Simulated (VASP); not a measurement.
## ZrB: relaxation of cell and atoms with PBE+D3(BJ)

Crystal: ZrB.

```xyz
2
Lattice="0.0000 2.4314 2.4314 2.4314 0.0000 2.4314 2.4314 2.4314 0.0000" Properties=species:S:1:pos:R:3 pbc="T T T"
Zr    0.0000    0.0000    0.0000
B     2.4314    2.4314    2.4314
```

- Program: VASP 6.6.1
- Task: relaxation of cell and atoms
- Functional: PBE
- Dispersion: D3(BJ)
- Potentials or basis: VASP PAW PBE potentials, release 64 (Zr_sv, B)
- Cutoff: 600 eV
- k mesh: 14 × 14 × 14
- Occupations: gaussian, width 0.1 eV
- Spin: no spin polarisation
- Dipole correction: no
- Further INCAR settings: ALGO = Normal; EDIFF = 1e-07; IBRION = 2; EDIFFG = -0.005; NSW = 100; ISIF = 3

```yaml
Relaxed_volume: 14.36 Å³/atom
Relaxed_cell: a = 3.437 Å, b = 3.437 Å, c = 3.437 Å, α = 60.00°, β = 60.00°, γ = 60.00°
Space_group_after_relaxing_to_0.05_Å: Fm-3m (No. 225)
Energy_gained_by_relaxing: 0.0 meV/atom
Ionic_steps: 3
Pressure_after_relaxing: 0.0 GPa
Band_gap_on_the_k_mesh: none (metal or under the smearing width)
Dispersion_energy_per_atom: -0.392 eV
```

Final structure:
```xyz
2
Lattice="0.0000 2.4307 2.4307 2.4307 0.0000 2.4307 2.4307 2.4307 0.0000" Properties=species:S:1:pos:R:3 pbc="T T T"
Zr    0.0000    0.0000    0.0000
B     2.4307    2.4307    2.4307
```

Levels at points of the mesh, in eV from the Fermi level:
```tsv
k point	band 5	band 6	band 7	band 8	band 9	band 10	band 11
(0.00, 0.00, 0.00)	-8.10	1.77	1.77	1.77	3.23	3.23	3.49
(0.50, 0.00, 0.00)	-4.11	-3.87	-1.20	-1.20	4.96	4.96	6.28
(0.50, 0.50, 0.00)	-6.17	-0.82	-0.73	2.12	2.12	4.69	5.91
```

It took 45 s on 1 thread of AMD EPYC 9R45 96-Core Processor (Zen 5), on a shared host, peak memory 0.18 GiB.

Caveat: pairwise dispersion overbinds metals, which lowers pressure and volume.
